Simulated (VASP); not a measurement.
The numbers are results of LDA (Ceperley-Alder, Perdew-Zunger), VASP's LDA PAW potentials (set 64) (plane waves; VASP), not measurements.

VASP ran on this input.

File KPOINTS:
```
K-points
0
Gamma
9 9 9
```

**POSCAR**
```
PbS
1
    0.0000000000     2.9227693171     2.9227693171
    2.9227693171     0.0000000000     2.9227693171
    2.9227693171     2.9227693171     0.0000000000
Pb S
1 1
Direct
  0.0000000000   0.0000000000   0.0000000000
  0.5000000000   0.5000000000   0.5000000000
```

### INCAR
```
SYSTEM = PbS
PREC = Accurate; ENCUT = 400; LREAL = .False.
LASPH = .True.
EDIFF = 1E-7; NELM = 100; ALGO = Normal
LMAXMIX = 4
ISMEAR = -5
ISIF = 2
LWAVE = .False.; LCHARG = .True.; LORBIT = 11
NEDOS = 601
```

POTCAR, in this order: Pb_d S (LDA.64 set). Program: vasp_std.

The run wrote:

**OSZICAR**
```
       N       E                     dE             d eps       ncg     rms          rms(c)
DAV:   1     0.145354750666E+03    0.14535E+03   -0.86767E+03   992   0.125E+03
DAV:   2     0.715697601818E+00   -0.14464E+03   -0.14190E+03  1028   0.331E+02
DAV:   3    -0.101855360902E+02   -0.10901E+02   -0.10858E+02  1322   0.969E+01
DAV:   4    -0.104145751146E+02   -0.22904E+00   -0.22894E+00  1108   0.171E+01
DAV:   5    -0.104233188352E+02   -0.87437E-02   -0.87436E-02  1380   0.303E+00    0.484E+00
DAV:   6    -0.100103615948E+02    0.41296E+00   -0.12724E+00  1490   0.937E+00    0.341E+00
DAV:   7    -0.100032321638E+02    0.71294E-02   -0.11528E-01  1024   0.199E+00    0.182E+00
DAV:   8    -0.999998507710E+01    0.32471E-02   -0.10941E-02  1184   0.125E+00    0.133E-01
DAV:   9    -0.999967129369E+01    0.31378E-03   -0.20500E-03  1440   0.433E-01    0.753E-02
DAV:  10    -0.999969495218E+01   -0.23658E-04   -0.13628E-04  1070   0.901E-02    0.413E-02
DAV:  11    -0.999969019985E+01    0.47523E-05   -0.21968E-05  1228   0.607E-02    0.124E-02
DAV:  12    -0.999969016143E+01    0.38421E-07   -0.97947E-07  1362   0.135E-02
   1 F= -.99996902E+01 E0= -.99996902E+01  d E =0.000000E+00
```

File OUTCAR:
```
------------------------ aborting loop because EDIFF is reached ----------------------------------------
  FORCE on cell =-STRESS in cart. coord.  units (eV):
  Direction    XX          YY          ZZ          XY          YZ          ZX
  --------------------------------------------------------------------------------------
  Total        0.0051481      0.0051481      0.0051481      0.0000000      0.0000000     -0.0000000
  in kB        0.1651746      0.1651746      0.1651746      0.0000000      0.0000000     -0.0000000
  external PRESSURE =       0.1651746 kB  Pullay stress =       0.0000000 kB
  volume of cell :       49.94
      direct lattice vectors                 reciprocal lattice vectors
     0.000000000  2.922769317  2.922769317    -0.171070634  0.171070634  0.171070634
     2.922769317  0.000000000  2.922769317     0.171070634 -0.171070634  0.171070634
     2.922769317  2.922769317  0.000000000     0.171070634  0.171070634 -0.171070634
  FREE ENERGIE OF THE ION-ELECTRON SYSTEM (eV)
  ---------------------------------------------------
  free  energy   TOTEN  =        -9.9996901614 eV

  energy  without entropy=       -9.9996901614  energy(sigma->0) =       -9.99969016

 total charge

# of ion       s       p       d       tot
------------------------------------------
    1        1.480   0.553   9.845  11.878
    2        1.354   2.323   0.000   3.676
--------------------------------------------------
tot          2.834   2.875   9.845  15.554
```
(Selected blocks of OUTCAR.)

The compound is PbS in the rock salt structure. It was relaxed first.
